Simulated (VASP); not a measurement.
Runs of VASP 6.6.1 on BN. The structure is hexagonal, space group P6_3/mmc (No. 194). The conventional cell has a = 2.498 Å, b = 2.498 Å, c = 6.636 Å, α = 90.00°, β = 90.00°, γ = 120.00°. B (site symmetry -6m2) has 3 N at 1.44 Å as nearest neighbours. N (site symmetry -6m2) has 3 B at 1.44 Å as nearest neighbours. 

```csv
task,cell,gap on the mesh (eV),pressure (GPa)
relaxation of shape and atoms at fixed volume,relaxed at fixed volume from: a relaxed cell with its volume scaled by 0.91,4.18,4.5
relaxation of shape and atoms at fixed volume,relaxed at fixed volume from: a relaxed cell with its volume scaled by 0.94,(b),2.5
relaxation of cell and atoms,relaxed,4.26,0.0
relaxation of shape and atoms at fixed volume,relaxed at fixed volume from: a relaxed cell with its volume scaled by 1.03,4.32,-0.8
relaxation of shape and atoms at fixed volume,relaxed at fixed volume from: a relaxed cell with its volume scaled by 1.09,(a),-1.7
relaxation of shape and atoms at fixed volume,relaxed at fixed volume from: a relaxed cell with its volume scaled by 1.06,4.37,-1.3
relaxation of shape and atoms at fixed volume,relaxed at fixed volume,4.26,0.0
```

Alike in all rows: level PBE+D3(BJ); potentials or basis VASP PAW PBE potentials, release 64 (B, N); no spin polarisation; k mesh 15 × 15 × 6; cutoff (eV) 700; smearing gaussian 0.02 eV.

Question: Fill in the values left out.

Answer: (a) 4.40; (b) 4.19.

Caveats: an odd mesh through Γ misses points on the zone boundary, where band edges often lie; the relaxation stopped at its first step, so nothing moved (some runs).
